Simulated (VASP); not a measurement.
Data:

GaN has the cubic space group F-43m (No. 216), the zinc blende structure, Pearson symbol cF8. Conventional cell: a = b = c = 4.522 Å, α = β = γ = 90.00°. Ga on 4a sees 4 N at 1.958 Å (tetrahedral). N on 4d sees 4 Ga at 1.958 Å (tetrahedral). (Neighbours: up to the widest gap in distance over summed covalent radii, below 1.35, at either atom; cation-cation and far metal-metal contacts left out.)
(The calculation used a cell of 2 atoms; values per cell refer to that cell.)

Level of theory: revTPSS meta-GGA, VASP's PBE PAW potentials (set 64) (plane waves; VASP). Run with 520 eV cut-off, 10×10×10 Γ-centred mesh, Gaussian smearing of 0.050 eV, potentials Ga_d N.

Q: Give the energy at these volumes per atom, relative to the lowest: 10.84, 11.19, 11.53, 11.88, 12.23 Å³.

A: 29.6, 7.4, 0.0, 5.1, 20.5 meV/atom. A third-order Birch-Murnaghan fit gives B0 = 189 GPa and B0′ = 4.9.

Measured: a 4.500 Å at 300 K (computed value off by +0.5 %), as given by I. Vurgaftman et al., Journal of Applied Physics (2001), doi:10.1063/1.1368156. The calculation is for a static lattice, while the measured a holds thermal and zero-point effects, which are part of the difference.

The compound is GaN in the zinc blende structure, a metastable form; wurtzite is the usual one. It was relaxed first.
